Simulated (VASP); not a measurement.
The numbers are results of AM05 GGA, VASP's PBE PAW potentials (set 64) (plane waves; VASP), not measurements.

Input for VASP

KPOINTS:
```
kpoints
0
gamma
12 12 10
0 0 0
```

POSCAR:
```
TiB2
1.0
  1.5236407469  -2.6390232126   0.0000000000
  1.5236407469   2.6390232126   0.0000000000
  0.0000000000   0.0000000000   3.2083767647
Ti B
1 2
Direct
  0.0000000000   0.0000000000   1.0000000000
  0.3333330000   0.6666670000   0.5000000000
  0.6666670000   0.3333330000   0.5000000000
```

**INCAR**
```
SYSTEM=TiB2
PREC=Accurate; ENCUT=520; LREAL=F
LASPH=T
EDIFF=1E-7; NELM=100; ALGO=Normal
LMAXMIX=4
ISMEAR=1; SIGMA=0.1
GGA=AM
IBRION=2; NSW=30; ISIF=4
EDIFFG=-0.01
LWAVE=F; LCHARG=F
```

POTCAR, in this order: Ti_sv B (PBE.64 set). Program: vasp_std.

Problem. Predict the energy per atom (σ→0), band gap (on the k-mesh).

Solution. 
* **energy per atom (σ→0)**: -8.490 eV/atom
* **band gap (on the k-mesh)**: none (metal, semimetal or under 0.01 eV)

OSZICAR:
```
...
       N       E                     dE             d eps       ncg     rms          rms(c)
DAV:   1    -0.254712439411E+02   -0.68656E-03   -0.26119E-02  3209   0.262E+00    0.163E-01
DAV:   2    -0.254709268509E+02    0.31709E-03   -0.14536E-03  3095   0.405E-01    0.923E-02
DAV:   3    -0.254707880494E+02    0.13880E-03   -0.16882E-04  3436   0.176E-01    0.274E-02
DAV:   4    -0.254707736702E+02    0.14379E-04   -0.31230E-05  3487   0.691E-02    0.395E-03
DAV:   5    -0.254707729833E+02    0.68688E-06   -0.23062E-06  3151   0.194E-02    0.174E-03
DAV:   6    -0.254707729440E+02    0.39362E-07   -0.86419E-08  2240   0.374E-03
   2 F= -.25470773E+02 E0= -.25470532E+02  d E =-.215617E-03
```

The compound is TiB2 in the AlB2 type structure. This cell is one point of a volume scan, at 1.03 of the reference volume. Symmetry was kept, so distortions that lower it aren't found.
